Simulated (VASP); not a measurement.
Computed with PBE GGA, VASP's PBE PAW potentials (set 64) (plane waves; VASP).

VASP ran on this input.

### INCAR
```
! general
SYSTEM =Y2Si
PREC   =Accurate
ENCUT  =300
LREAL  =F
LASPH  =T

! electronic loop
EDIFF  =1E-6
NELM   =100
ALGO   =Normal
LMAXMIX=4

! smearing
ISMEAR =-1
SIGMA  =0.1

! functional
GGA    =PE

! ions
ISIF   =2

! output
LWAVE  =F
LCHARG =F
```

### POSCAR
```
Y2Si
15.2978820
  0.3276870615   0.0000000000   0.0000000000
  0.0000000000   0.3276870615   0.0000000000
  0.0000000000   0.0000000000   0.5000000000
Y Si
4 2
Cartesian
  0.0004374622   0.0020703269   0.0045920000
  0.1636105453   0.1626251903   0.0004635000
  0.1640332616  -0.0019058279   0.1316300000
 -0.0026985030   0.1665577627   0.3651260000
  0.1676230733   0.0000655374   0.3507435000
 -0.0014752472   0.1621172753   0.1474450000
```

**KPOINTS**
```
Automatic mesh
0
Gamma
3 3 2
0 0 0
```

POTCAR, in this order: Y_sv Si (PBE.64 set). Program: vasp_std.

At this cut-off the stress carries a Pulay error, which pulls relaxed volumes low.

Task: Predict the energy per atom (σ→0), pressure, largest force, band gap (on the k-mesh).

Result: 
energy per atom (σ→0): -5.814 eV/atom
band gap (on the k-mesh): none (metal, semimetal or under 0.01 eV)
pressure: -5.17 GPa
largest force: 3.676 eV/Å

### OSZICAR
```
...
DAV:  10    -0.350125129711E+02    0.57756E-02   -0.57521E-02   851   0.108E+00    0.566E-01
DAV:  11    -0.350125002322E+02    0.12739E-04   -0.94326E-03   776   0.533E-01    0.358E-01
DAV:  12    -0.350119402138E+02    0.56002E-03   -0.23314E-03   907   0.202E-01    0.201E-01
DAV:  13    -0.350118504000E+02    0.89814E-04   -0.68303E-04   840   0.126E-01    0.643E-02
DAV:  14    -0.350118571778E+02   -0.67778E-05   -0.17931E-04   906   0.596E-02    0.356E-02
DAV:  15    -0.350118575804E+02   -0.40258E-06   -0.15262E-05   865   0.186E-02    0.169E-02
DAV:  16    -0.350118572505E+02    0.32995E-06   -0.82418E-06   746   0.155E-02
   1 F= -.35011857E+02 E0= -.34883065E+02  d E =-.257585E+00
```

The structure was generated: Y2Si was put into an ordered model structure, which need not be its known phase. The cell was not relaxed at this level, atoms are displaced from their ideal sites. The k-mesh is coarse (spacing up to 0.42 per Å, 2π included), so the numbers may not be converged in it.
